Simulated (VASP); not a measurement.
The system is Si48H16CF4, a slab with vacuum.

```xyz
69
Lattice="7.6806 7.6806 0.0000 -7.6806 7.6806 0.0000 0.0000 0.0000 23.4276" Properties=species:S:1:pos:R:3 pbc="T T T"
Si    3.0705    7.6588    9.5410
Si    1.0627   11.5107    9.6259
Si   -6.8076    7.7064    9.5961
Si    0.8822    3.8345   10.0811
Si    3.2992   11.5389   10.3277
Si   -4.4595    7.6910    9.8965
Si    3.3003    3.8125   10.4213
Si    0.8038    7.6555    9.8027
Si    3.7584    9.7569    8.8249
Si    0.0345   13.4277    8.7771
Si    0.0751    2.0136    8.7847
Si    0.0766    5.6888    8.8355
Si   -3.9349    5.6613    8.8409
Si   -3.9559    9.7399    8.8661
Si    3.7476    5.5530    8.8698
Si    0.0437    9.5785    8.8032
Si   -1.9345    1.9428    7.5600
Si   -5.7163    5.7875    7.3263
Si   -5.7274    9.6004    7.3459
Si    1.9159    5.7506    7.3783
Si   -1.9313    5.7404    7.5945
Si   -1.9739    9.6192    7.5852
Si    5.7028    5.7352    7.5543
Si    1.9329    9.5996    7.3383
Si    5.7341    7.6806    6.1947
Si    1.9244   11.5336    6.0271
Si   -5.7729    7.7000    6.0191
Si    1.9262    3.8392    6.0306
Si   -1.9135    3.8490    6.1641
Si   -1.9357    7.6794    6.2107
Si   -1.9130   11.5101    6.1624
Si    1.8946    7.6619    6.0510
Si    3.8428    7.6795    4.7546
Si   -0.0220   11.5214    4.7393
Si    7.6294    7.6813    4.7530
Si   -0.0193    3.8423    4.7413
Si   -3.8089    3.8452    4.7375
Si   -3.8155    7.6810    4.7489
Si   -3.8107   11.5160    4.7366
Si   -0.0478    7.6793    4.7589
Si    3.8403    9.6007    3.4089
Si    0.0000   13.4410    3.4089
Si    0.0000    1.9201    3.4089
Si    0.0000    5.7604    3.4089
Si   -3.8403    5.7604    3.4089
Si   -3.8403    9.6007    3.4089
Si    3.8403    5.7604    3.4089
Si    0.0000    9.6007    3.4089
H     5.0174    9.6007    2.5000
H     2.6632    9.6007    2.5000
H     1.1771   13.4410    2.5000
H    -1.1771   13.4410    2.5000
H     1.1771    1.9201    2.5000
H    -1.1771    1.9201    2.5000
H     1.1771    5.7604    2.5000
H    -1.1771    5.7604    2.5000
H    -2.6632    5.7604    2.5000
H    -5.0174    5.7604    2.5000
H    -2.6632    9.6007    2.5000
H    -5.0174    9.6007    2.5000
H     5.0174    5.7604    2.5000
H     2.6632    5.7604    2.5000
H     1.1771    9.6007    2.5000
H    -1.1771    9.6007    2.5000
C    -3.9579    7.6653   11.7878
F    -2.5852    7.5958   11.9081
F    -4.3553    8.7852   12.4690
F    -4.4643    6.5909   12.4758
F     0.1337    3.7838   11.5410
```

The cell was built by a generator and needn't be a form met in nature.

Base run:

```yaml
Program: VASP 6.6.1
Functional: PBE
Dispersion: D3(BJ)
Potentials_or_basis: VASP PAW PBE potentials, release 64 (Si, H, C, F)
Cutoff: 520 eV
k_mesh: 1 × 1 × 1
Occupations: gaussian, width 0.05 eV
Spin: no spin polarisation
```

Its results: band gap on the k mesh 0.45 eV, direct; largest force 0.316 eV/Å.

Q: After a change of settings the same cell gave: band gap on the k mesh 0.14 eV, direct; largest force 0.311 eV/Å. Which change was it?
A. cutoff from 520 eV to 400 eV; k mesh from 1 × 1 × 1 to 2 × 2 × 1
B. functional from PBE to optB86b-vdW; dispersion from D3(BJ) to none; cutoff from 520 eV to 400 eV
C. functional from PBE to RPBE; cutoff from 520 eV to 400 eV
D. dispersion from D3(BJ) to none; cutoff from 520 eV to 400 eV

A: A.

Not every run made on this cell is shown here.
